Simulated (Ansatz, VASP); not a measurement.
# HoB2C2 in two plane-wave programs, part 2 of 2

Aim: how closely do two programs agree when they are given the same cell, functional and k mesh?

VASP 6.6.1 and Ansatz 0.2.0.

So far. Step 2 (Ansatz: single point, PBEsol, DFT+U): The run ends at a pressure of -3.61 GPa, with forces up to 0.29 eV/Å.

In doubt: a part-filled 4f shell, where there is one, can sit in one of many states, so energies may not be the lowest and differences between runs may mislead; derivatives with an open 4f shell can jump between states, which bears on forces and vibrations.

### 3. VASP: single point, PBEsol, DFT+U

Level of this step: PBEsol, DFT+U (Ho f 6 eV), spin-polarised from an antiferromagnetic start; plane waves and PAW (Ho, B, C) (VASP).

The same cell, functional, mesh and smearing now go to VASP, with its own data sets and cutoff.

Lines of VASP's logs that name or quote its potential files are left out, and so is its time.

INCAR reads:

```
SYSTEM = HoB2C2
PREC = Normal
ENCUT = 480
EDIFF = 1E-06
NELM = 150
ISMEAR = -1
SIGMA = 0.05
LREAL = .FALSE.
ALGO = Normal
GGA = PS
NBANDS = 47
ISPIN = 2
MAGMOM = 4 -4 0 0 0 0 0 0 0 0
LDAU = .TRUE.
LDAUTYPE = 2
LDAUL = 3 -1 -1
LDAUU = 6 0 0
LDAUJ = 0 0 0
LDAUPRINT = 1
LASPH = .TRUE.
LMAXMIX = 6
AMIX = 0.2
BMIX = 1E-04
AMIX_MAG = 0.8
BMIX_MAG = 1E-04
LORBIT = 11
LWAVE = .FALSE.
LCHARG = .TRUE.
KPAR = 4
```

POSCAR reads:

```
HoB2C2
1.0
    5.3414000000      0.0000000000      0.0000000000
    0.0000000000      5.3414000000      0.0000000000
    0.0000000000      0.0000000000      3.5361000000
Ho B C
2 4 4
Direct
    0.0000000000      0.0000000000      0.0000000000
    0.5000000000      0.5000000000      0.0000000000
    0.3626000000      0.8626000000      0.5000000000
    0.1374000000      0.3626000000      0.5000000000
    0.6374000000      0.1374000000      0.5000000000
    0.8626000000      0.6374000000      0.5000000000
    0.1620000000      0.6620000000      0.5000000000
    0.3380000000      0.1620000000      0.5000000000
    0.8380000000      0.3380000000      0.5000000000
    0.6620000000      0.8380000000      0.5000000000
```

KPOINTS reads:

```
Automatic mesh
0
Gamma
8 8 12
0 0 0
```

Potentials, in the order of the species: Ho, B and C (PBE family, release 64).

Run with:

```bash
$ mpirun -np 4 vasp_std
```

Numbers of over 12 decimals in the logs are rounded to 6 here.

What it wrote:

```text
[banner, memory and clock lines left out]
running    4 mpi-ranks, on    1 nodes
 distrk:  each k-point on    1 cores,    4 groups
 distr:  one band on    1 cores,    1 groups

 POSCAR found type information on POSCAR HoB C
 POSCAR found :  3 types and      10 ions
|                                                                             |
|               ----> ADVICE to this user running VASP <----                  |
|                                                                             |
|     You enforced a specific xc type in the INCAR file but a different       |
|     [... a line on the potential file left out ...]
|     I HOPE YOU KNOW WHAT YOU ARE DOING!                                     |
|                                                                             |

 LDA part: xc-table for (Slater+PW92), standard interpolation
 POSCAR, INCAR and KPOINTS ok, starting setup
 FFT: planning ... GRIDC
 FFT: planning ... GRID_SOFT
 FFT: planning ... GRID
 WAVECAR not read
 entering main loop
       N       E                     dE             d eps       ncg     rms          rms(c)
DAV:   1     0.536889217505E+03    0.53689E+03   -0.24638E+04 31297   0.702E+03
DAV:   2     0.463388185349E+02   -0.49055E+03   -0.44678E+03 31656   0.932E+02
DAV:   3    -0.666608163511E+02   -0.11300E+03   -0.10804E+03 29937   0.247E+02
DAV:   4    -0.797009233024E+02   -0.13040E+02   -0.12745E+02 34488   0.687E+01
DAV:   5    -0.824118099184E+02   -0.27109E+01   -0.26865E+01 38248   0.297E+01    0.662E+01
DAV:   6    -0.963219972571E+02   -0.13910E+02   -0.21981E+02 29387   0.338E+02    0.300E+02
DAV:   7    -0.904228840057E+02    0.58991E+01   -0.15092E+01 35096   0.634E+01    0.230E+02
DAV:   8    -0.793358768002E+02    0.11087E+02   -0.23282E+01 29800   0.993E+01    0.147E+02
DAV:   9    -0.846241396641E+02   -0.52883E+01   -0.15467E+02 33219   0.295E+02    0.126E+02
DAV:  10    -0.774546012611E+02    0.71695E+01   -0.39138E+02 31942   0.218E+02    0.998E+01
DAV:  11    -0.766266970622E+02    0.82790E+00   -0.76176E+00 34168   0.455E+01    0.736E+01
DAV:  12    -0.810183468636E+02   -0.43916E+01   -0.16082E+00 34243   0.749E+01    0.597E+01
DAV:  13    -0.778040531589E+02    0.32143E+01   -0.24698E+01 27665   0.189E+02    0.375E+01
DAV:  14    -0.789689887198E+02   -0.11649E+01   -0.54544E+00 38176   0.462E+01    0.259E+01
[...]
DAV:  40    -0.814800501350E+02    0.26202E-03   -0.94846E-04 34917   0.147E+00    0.560E-01
DAV:  41    -0.814802441303E+02   -0.19400E-03   -0.15927E-03 38152   0.556E-01    0.399E-01
DAV:  42    -0.814804207786E+02   -0.17665E-03   -0.64904E-04 36264   0.863E-01    0.511E-01
DAV:  43    -0.814804638799E+02   -0.43101E-04   -0.19530E-04 37848   0.398E-01    0.421E-01
DAV:  44    -0.814804680456E+02   -0.41657E-05   -0.93776E-05 36440   0.117E-01    0.426E-01
DAV:  45    -0.814804737936E+02   -0.57480E-05   -0.33017E-05 27344   0.697E-02    0.387E-01
DAV:  46    -0.814804771460E+02   -0.33524E-05   -0.41219E-06 19560   0.548E-02    0.438E-01
DAV:  47    -0.814804774925E+02   -0.34650E-06   -0.53863E-06 25897   0.131E-02
   1 F= -.81480477E+02 E0= -.81436852E+02  d E =-.872515E-01  mag=     0.0000
```

Parts of OUTCAR (step 3):

```text
ion  position               nearest neighbor table
   1  0.000  0.000  0.000-   7 2.67   8 2.67   9 2.67  10 2.67   7 2.67   8 2.67   9 2.67  10 2.67
                             3 2.72   4 2.72   5 2.72   6 2.72   3 2.72   4 2.72   5 2.72   6 2.72
   2  0.500  0.500  0.000-   7 2.67   8 2.67   9 2.67  10 2.67   7 2.67   8 2.67   9 2.67  10 2.67
                             3 2.72   4 2.72   5 2.72   6 2.72   3 2.72   4 2.72   5 2.72   6 2.72
   3  0.363  0.863  0.500-   7 1.52   8 1.60  10 1.60   5 2.08   1 2.72   2 2.72   1 2.72   2 2.72

  LATTYP: Found a simple tetragonal cell.
 ALAT       =     5.3414000000
 C/A-ratio  =     0.6620174486

 Subroutine GETGRP returns: Found 16 space group operations
 (whereof  8 operations were pure point group operations)

The static configuration has the point symmetry C_4h.
 The point group associated with its full space group is D_4h.

 Found    105 irreducible k-points:

   k-points           NKPTS =    105   k-points in BZ     NKDIM =    105   number of bands    NBANDS=     47

   dimension x,y,z NGX =    30 NGY =   30 NGZ =   20
   dimension x,y,z NGXF=    60 NGYF=   60 NGZF=   40

   ENCUT  =  480.0 eV  35.28 Ry    5.94 a.u.   9.54  9.54  6.32*2*pi/ulx,y,z

   NELECT =      70.0000    total number of electrons

 k-points in reciprocal lattice and weights: Automatic mesh
   0.00000000  0.00000000  0.00000000       0.001
   0.12500000  0.00000000  0.00000000       0.005
   0.25000000  0.00000000  0.00000000       0.005
   0.37500000  0.00000000  0.00000000       0.005
   0.50000000  0.00000000  0.00000000       0.003
   0.12500000  0.12500000  0.00000000       0.005
   0.25000000  0.12500000  0.00000000       0.010
   0.37500000  0.12500000  0.00000000       0.010
   0.50000000  0.12500000  0.00000000       0.005
[...]
o =  0.9910  v =  0.0000  0.0000  0.0000  0.0000  0.0000  0.0000  0.0000 -0.1398 -0.0000 -0.0904  0.0000  0.9599  0.0000 -0.2255      0.0000  0.0000  0.0000  0.0000  0.0000  0.0000  0.0000  0.0000  0.0000  0.0000  0.0000  0.0000  0.0000  0.0000
  o =  0.9955  v =  0.0000  0.0000  0.0000  0.0000  0.0000  0.0000  0.0000  0.0000  0.8234  0.0000 -0.0000  0.0000 -0.5675  0.0000      0.0000  0.0000  0.0000  0.0000  0.0000  0.0000  0.0000  0.0000  0.0000  0.0000  0.0000  0.0000  0.0000  0.0000

 average (electrostatic) potential at core
       1 -34.2276       2 -34.2276       3 -27.1430       4 -27.1430       5 -27.1430
       6 -27.1430       7 -48.8790       8 -48.8790       9 -48.8790      10 -48.8790

 E-fermi :   5.2320

 spin component 1
 k-point     1 :       0.0000    0.0000    0.0000
  band No.  band energies     occupation
    ...
     31       3.8318      1.00000
     32       3.9509      1.00000
     33       4.1299      1.00000
     34       5.1560      0.82048
     35       5.1560      0.82048
     36       5.3096      0.17458
     37       7.3130      0.00000
     38       7.6896      0.00000
     39       8.0064      0.00000
     40       8.0064      0.00000
    ...

 k-point     2 :       0.1250    0.0000    0.0000
  band No.  band energies     occupation
    ...
     31       3.6658      1.00000
     32       3.9473      1.00000
     33       4.4242      1.00000
     34       5.1408      0.86086
     35       5.1640      0.79563
     36       5.3892      0.04129
     37       6.9777      0.00000
     38       7.5058      0.00000
     39       8.1161      0.00000
     40       8.9017      0.00000
    ...

 k-point     3 :       0.2500    0.0000    0.0000
  band No.  band energies     occupation
    ...
     31       3.5353      1.00000
     32       3.9362      1.00000
     33       4.7656      0.99991
     34       5.1223      0.89970
     35       5.1784      0.74500
     36       5.6423      0.00027
     37       6.6301      0.00000
     38       7.9090      0.00000
     39       8.3697      0.00000
     40       8.5822      0.00000
    ...

 k-point     4 :       0.3750    0.0000    0.0000
  band No.  band energies     occupation
    ...
     31       3.6553      1.00000
     32       3.9286      1.00000
     33       4.5143      1.00000
     34       5.1124      0.91624
     35       5.1875      0.70861
     36       6.0953      0.00000
     37       7.1468      0.00000
     38       7.5345      0.00000
     39       8.4635      0.00000
     40       8.4902      0.00000
    ...

 k-point     5 :       0.5000    0.0000    0.0000
  band No.  band energies     occupation
    ...
     31       3.8732      1.00000
     32       4.0316      1.00000
     33       4.0772      1.00000
     34       5.1094      0.92072
     35       5.1903      0.69691
     36       6.6587      0.00000
     37       6.8362      0.00000
     38       7.9471      0.00000
     39       8.0014      0.00000
     40       8.5771      0.00000
    ...

 k-point     6 :       0.1250    0.1250    0.0000
  band No.  band energies     occupation
    ...
     31       3.7330      1.00000
     32       3.9477      1.00000
     33       4.6245      0.99999
     34       5.1492      0.83971
     35       5.1525      0.83059
     36       5.4460      0.01365
     37       6.7898      0.00000
     38       7.6551      0.00000
     39       8.1462      0.00000
     40       8.7338      0.00000
    ...

  Total        0.4602122      0.4602122      2.9308749      0.0000000      0.0000000     -0.0000000
  in kB        7.3085965      7.3085965     46.5450088      0.0000000      0.0000000     -0.0000000
  external PRESSURE =      20.3874006 kB  Pullay stress =       0.0000000 kB

  energy-cutoff  :      480.00
  volume of cell :      100.89
      direct lattice vectors                 reciprocal lattice vectors
     5.341400000  0.000000000  0.000000000     0.187216835  0.000000000  0.000000000
     0.000000000  5.341400000  0.000000000     0.000000000  0.187216835  0.000000000
     0.000000000  0.000000000  3.536100000     0.000000000  0.000000000  0.282797432

 POSITION                                       TOTAL-FORCE (eV/Angst)
 -----------------------------------------------------------------------------------
      0.00000      0.00000      0.00000         0.000000     -0.000000     -0.000000
      2.67070      2.67070      0.00000         0.000000     -0.000000     -0.000000
      1.93679      4.60749      1.76805         0.098129      0.098129     -0.000000
      0.73391      1.93679      1.76805        -0.098129      0.098129     -0.000000
      3.40461      0.73391      1.76805        -0.098129     -0.098129      0.000000
      4.60749      3.40461      1.76805         0.098129     -0.098129      0.000000
      0.86531      3.53601      1.76805        -0.169479     -0.169479     -0.000000
      1.80539      0.86531      1.76805         0.169479     -0.169479     -0.000000
      4.47609      1.80539      1.76805         0.169479      0.169479      0.000000
      3.53601      4.47609      1.76805        -0.169479      0.169479      0.000000
 -----------------------------------------------------------------------------------
    total drift:                                0.000000      0.000000     -0.000000

  FREE ENERGIE OF THE ION-ELECTRON SYSTEM (eV)
  ---------------------------------------------------
  free  energy   TOTEN  =       -81.4804774925 eV

  energy  without entropy=      -81.3932260087  energy(sigma->0) =      -81.43685175

 total charge
# of ion       s       p       d       f       tot
--------------------------------------------------
    1        2.044   5.773   0.429  10.432  18.677
    2        2.044   5.773   0.429  10.432  18.677
    3        0.706   1.364   0.000   0.000   2.070
    4        0.706   1.364   0.000   0.000   2.070
    5        0.706   1.364   0.000   0.000   2.070
    6        0.706   1.364   0.000   0.000   2.070
    7        0.844   1.700   0.000   0.000   2.545
    8        0.844   1.700   0.000   0.000   2.545
    9        0.844   1.700   0.000   0.000   2.545
   10        0.844   1.700   0.000   0.000   2.545
--------------------------------------------------
tot         10.288  23.803   0.858  20.863  55.813

 magnetization (x)
# of ion       s       p       d       f       tot
--------------------------------------------------
    1        0.001  -0.027   0.017   3.408   3.399
    2       -0.001   0.027  -0.017  -3.408  -3.399
    3        0.000   0.000   0.000   0.000   0.000
    4        0.000   0.000   0.000   0.000   0.000
    5        0.000   0.000   0.000   0.000   0.000
    6        0.000   0.000   0.000   0.000   0.000
    7        0.000   0.000   0.000   0.000   0.000
    8        0.000   0.000   0.000   0.000   0.000
    9        0.000   0.000   0.000   0.000   0.000
   10        0.000   0.000   0.000   0.000   0.000
--------------------------------------------------
tot          0.000   0.000   0.000  -0.000  -0.000

[... 1 further part left out ...]
```

The run ends at a pressure of 2.04 GPa, with forces up to 0.24 eV/Å.

### 4. Comparison

Known differences besides the PAW data sets themselves: U acts on the PAW sphere in VASP and on atomic orbitals in Ansatz, so only states and trends compare; the cutoff is 420 eV in Ansatz and 480 eV in VASP (PREC = Normal); Ansatz makes its cores anew for this functional, VASP keeps those of its PBE data sets; site moments are counted in spheres of each program's own size. Total energies have different zeros and are not compared.

The two programs side by side:

| quantity | Ansatz | VASP | difference |
| --- | --- | --- | --- |
| pressure (GPa) | -3.61 | 2.04 | -5.65 |
| moment on Ho1 (μB) | 3.99 | 3.40 | +0.59 |
| moment on Ho2 (μB) | -3.99 | -3.40 | -0.59 |

Forces (eV/Å; atoms numbered as in POSCAR):

| atom | Ansatz x, y, z | VASP x, y, z |
| --- | --- | --- |
| Ho1 | 0.000, 0.000, 0.000 | 0.000, 0.000, 0.000 |
| Ho2 | 0.000, 0.000, 0.000 | 0.000, 0.000, 0.000 |
| B3 | 0.206, 0.206, 0.000 | 0.098, 0.098, 0.000 |
| B4 | -0.197, 0.197, 0.000 | -0.098, 0.098, 0.000 |
| B5 | -0.206, -0.206, 0.000 | -0.098, -0.098, 0.000 |
| B6 | 0.197, -0.197, 0.000 | 0.098, -0.098, 0.000 |
| C7 | -0.098, -0.098, 0.000 | -0.169, -0.169, 0.000 |
| C8 | 0.121, -0.121, 0.000 | 0.169, -0.169, 0.000 |
| C9 | 0.098, 0.098, 0.000 | 0.169, 0.169, 0.000 |
| C10 | -0.121, 0.121, 0.000 | -0.169, 0.169, 0.000 |

The forces differ by 62 meV/Å r.m.s., which is 61.4 % of the r.m.s. force of 0.10 eV/Å (both taken over all components). Ansatz's pressure holds a Pulay correction of 0.34 GPa; VASP's holds none.

### 5. Results

```json
{
  "difference in moment on Ho1 (single point, PBEsol, DFT+U)": "0.59 μB"
}
```

**Reading.** The difference in moment on Ho1 is 0.59 μB (single point, PBEsol, DFT+U). How closely two codes agree says nothing of how well the functional describes the real material.

[Lines on the potential files, build, host, timing and source positions are cut from VASP's logs without a mark.]

[Logs are printed without paths, hosts, clocks, repeated set-up lines and the standing remarks that a program may print on its own settings, such as how far it seeks lower states.]

[Hosts, paths, dates, database ids (printed as entryN), source tags and the programs' standing remarks are cut or masked in the printed files.]
